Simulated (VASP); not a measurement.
Computed with PBE GGA, VASP's PBE PAW potentials (set 64) (plane waves; VASP).

VASP ran on this input.

**KPOINTS**
```
Automatic mesh
0
Gamma
15 15 15
0 0 0
```

### INCAR
```
LASPH = .TRUE.
PREC = Accurate
SIGMA = 0.1
ENCUT = 725   ! plane-wave cut-off (eV)
ISIF = 2   ! forces and stress, cell fixed
ALGO = Normal   ! blocked Davidson
LREAL = .FALSE.   ! projection in real space or not
GGA = PE
ISMEAR = 1   ! Methfessel-Paxton
EDIFF = 1E-6   ! SCF stop (eV)
LWAVE = .FALSE.
LCHARG = .FALSE.
SYSTEM = Mo
LMAXMIX = 4   ! l cut-off of mixed one-centre charges
NELM = 100
```

File POSCAR:
```
Mo
1
   -1.5750000000     1.5750000000     1.5750000000
    1.5750000000    -1.5750000000     1.5750000000
    1.5750000000     1.5750000000    -1.5750000000
Mo
1
Direct
  0.0000000000   0.0000000000   0.0000000000
```

POTCAR, in this order: Mo_sv (PBE.64 set). Program: vasp_std.

Output

### OSZICAR
```
       N       E                     dE             d eps       ncg     rms          rms(c)
DAV:   1     0.115685349665E+03    0.11569E+03   -0.98190E+03  2640   0.167E+03
DAV:   2    -0.976606742937E+01   -0.12545E+03   -0.12167E+03  2919   0.393E+02
DAV:   3    -0.115813378374E+02   -0.18153E+01   -0.17936E+01  3002   0.472E+01
DAV:   4    -0.115870189352E+02   -0.56811E-02   -0.56799E-02  2980   0.299E+00
DAV:   5    -0.115870474426E+02   -0.28507E-04   -0.28506E-04  2988   0.214E-01    0.148E+01
DAV:   6    -0.110149506916E+02    0.57210E+00   -0.10247E+00  2838   0.123E+01    0.402E+00
DAV:   7    -0.109346279212E+02    0.80323E-01   -0.21240E-01  3066   0.522E+00    0.949E-01
DAV:   8    -0.109305580094E+02    0.40699E-02   -0.47054E-03  2774   0.950E-01    0.225E-01
DAV:   9    -0.109306274011E+02   -0.69392E-04   -0.11036E-04  3131   0.146E-01    0.876E-02
DAV:  10    -0.109306389683E+02   -0.11567E-04   -0.11947E-05  2856   0.478E-02    0.242E-03
DAV:  11    -0.109306390492E+02   -0.80989E-07   -0.58847E-08  1742   0.370E-03
   1 F= -.10930639E+02 E0= -.10930461E+02  d E =-.535597E-03
```

**OUTCAR**
```
------------------------ aborting loop because EDIFF is reached ----------------------------------------
  FORCE on cell =-STRESS in cart. coord.  units (eV):
  Direction    XX          YY          ZZ          XY          YZ          ZX
  --------------------------------------------------------------------------------------
  Total        0.3495789      0.3495789      0.3495789     -0.0000000      0.0000000     -0.0000000
  in kB       35.8388577     35.8388577     35.8388577     -0.0000000      0.0000000     -0.0000000
  external PRESSURE =      35.8388577 kB  Pullay stress =       0.0000000 kB
  volume of cell :       15.63
      direct lattice vectors                 reciprocal lattice vectors
    -1.575000000  1.575000000  1.575000000     0.000000000  0.317460317  0.317460317
     1.575000000 -1.575000000  1.575000000     0.317460317  0.000000000  0.317460317
     1.575000000  1.575000000 -1.575000000     0.317460317  0.317460317  0.000000000
 POSITION                                       TOTAL-FORCE (eV/Angst)
 -----------------------------------------------------------------------------------
      0.00000      0.00000      0.00000        -0.000000      0.000000     -0.000000
 -----------------------------------------------------------------------------------
    total drift:                                0.000000      0.000000      0.000000
  FREE ENERGIE OF THE ION-ELECTRON SYSTEM (eV)
  ---------------------------------------------------
  free  energy   TOTEN  =       -10.9306390492 eV

  energy  without entropy=      -10.9301034522  energy(sigma->0) =      -10.93046052
```
(Selected blocks of OUTCAR.)

The compound is Mo in the bcc structure. The cell was not relaxed at this level. The run is one of a series of settings (ENCUT = 725 against the base run), some of them coarse on purpose.
